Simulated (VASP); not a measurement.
Computed with optB86b-vdW, VASP's PBE PAW potentials (set 64) (plane waves; VASP).

Input for VASP

**KPOINTS**
```
Automatic mesh
0
Gamma
6 6 6
0 0 0
```

**POSCAR**
```
SrTiO3
7.8299850
  0.4999999986   0.0000000000   0.0000000000
  0.0000000000   0.4999999986   0.0000000000
  0.0000000000   0.0000000000   0.4999999986
Sr Ti O
1 1 3
direct
  0.0000000000   0.0000000000   0.0000000000
  0.5000000000   0.5000000000   0.5000000000
  0.5000000000   0.0000000000   0.5000000000
  0.0000000000   0.5000000000   0.5000000000
  0.5000000000   0.5000000000   0.0000000000
```

INCAR:
```
AGGAC = 0.0
ALGO = Normal
EDIFF = 1E-7
ENCUT = 520
GGA = MK
ISIF = 2
ISMEAR = 0
LASPH = T
LCHARG = F
LMAXMIX = 4
LREAL = F
LUSE_VDW = T
LWAVE = F
NELM = 100
PARAM1 = 0.1234
PARAM2 = 1.0
PREC = Accurate
SIGMA = 0.05
SYSTEM = SrTiO3
```

POTCAR, in this order: Sr_sv Ti_sv O (PBE.64 set). Program: vasp_std.

The resulting files:

### OSZICAR
```
       N       E                     dE             d eps       ncg     rms          rms(c)
DAV:   1     0.460566445430E+03    0.46057E+03   -0.22226E+04   960   0.186E+03
DAV:   2     0.227181909729E+01   -0.45829E+03   -0.44867E+03  1184   0.502E+02
DAV:   3    -0.393984811060E+02   -0.41670E+02   -0.41630E+02  1384   0.147E+02
DAV:   4    -0.412782066623E+02   -0.18797E+01   -0.18789E+01  1360   0.275E+01
DAV:   5    -0.413461902894E+02   -0.67984E-01   -0.67980E-01  1320   0.399E+00    0.271E+01
DAV:   6    -0.311167424075E+02    0.10229E+02   -0.66924E+01  1456   0.749E+01    0.164E+01
DAV:   7    -0.311236959964E+02   -0.69536E-02   -0.90607E+00  1184   0.236E+01    0.107E+01
DAV:   8    -0.311410450087E+02   -0.17349E-01   -0.20891E+00  1208   0.156E+01    0.304E+00
DAV:   9    -0.310448692746E+02    0.96176E-01   -0.52139E-01  1192   0.725E+00    0.901E-01
DAV:  10    -0.310490182386E+02   -0.41490E-02   -0.11896E-01  1288   0.245E+00    0.842E-01
DAV:  11    -0.310409023761E+02    0.81159E-02   -0.69494E-02  1480   0.221E+00    0.193E-01
DAV:  12    -0.310406444996E+02    0.25788E-03   -0.25899E-03  1128   0.567E-01    0.938E-02
DAV:  13    -0.310405932625E+02    0.51237E-04   -0.52749E-04  1424   0.189E-01    0.491E-02
DAV:  14    -0.310405941830E+02   -0.92052E-06   -0.61049E-05  1336   0.522E-02    0.186E-02
DAV:  15    -0.310405914262E+02    0.27568E-05   -0.14163E-05  1400   0.378E-02    0.644E-03
DAV:  16    -0.310405915170E+02   -0.90771E-07   -0.17543E-06  1232   0.126E-02    0.402E-03
DAV:  17    -0.310405914357E+02    0.81334E-07   -0.85721E-07  1384   0.111E-02
   1 F= -.31040591E+02 E0= -.31040591E+02  d E =-.214903E-11
```

**OUTCAR**
```
------------------------ aborting loop because EDIFF is reached ----------------------------------------
  FORCE on cell =-STRESS in cart. coord.  units (eV):
  Direction    XX          YY          ZZ          XY          YZ          ZX
  --------------------------------------------------------------------------------------
  Total       -0.0020519     -0.0020519     -0.0020519     -0.0000000      0.0000000     -0.0000000
  in kB       -0.0547853     -0.0547853     -0.0547853     -0.0000000      0.0000000     -0.0000000
  external PRESSURE =      -0.0547853 kB  Pullay stress =       0.0000000 kB
  volume of cell :       60.01
      direct lattice vectors                 reciprocal lattice vectors
     3.914992489  0.000000000  0.000000000     0.255428332  0.000000000  0.000000000
     0.000000000  3.914992489  0.000000000     0.000000000  0.255428332  0.000000000
     0.000000000  0.000000000  3.914992489     0.000000000  0.000000000  0.255428332
 POSITION                                       TOTAL-FORCE (eV/Angst)
 -----------------------------------------------------------------------------------
      0.00000      0.00000      0.00000         0.000000      0.000000      0.000000
      1.95750      1.95750      1.95750         0.000000      0.000000      0.000000
      1.95750      0.00000      1.95750         0.000000      0.000000      0.000000
      0.00000      1.95750      1.95750         0.000000      0.000000      0.000000
      1.95750      1.95750      0.00000         0.000000      0.000000      0.000000
 -----------------------------------------------------------------------------------
    total drift:                                0.000000      0.000000     -0.000000
  FREE ENERGIE OF THE ION-ELECTRON SYSTEM (eV)
  ---------------------------------------------------
  free  energy   TOTEN  =       -31.0405914357 eV

  energy  without entropy=      -31.0405914357  energy(sigma->0) =      -31.04059144
```
(Selected blocks of OUTCAR.)

The compound is SrTiO3 in the cubic perovskite structure, the ideal cubic form; the compound distorts at low or room temperature. It was relaxed first.
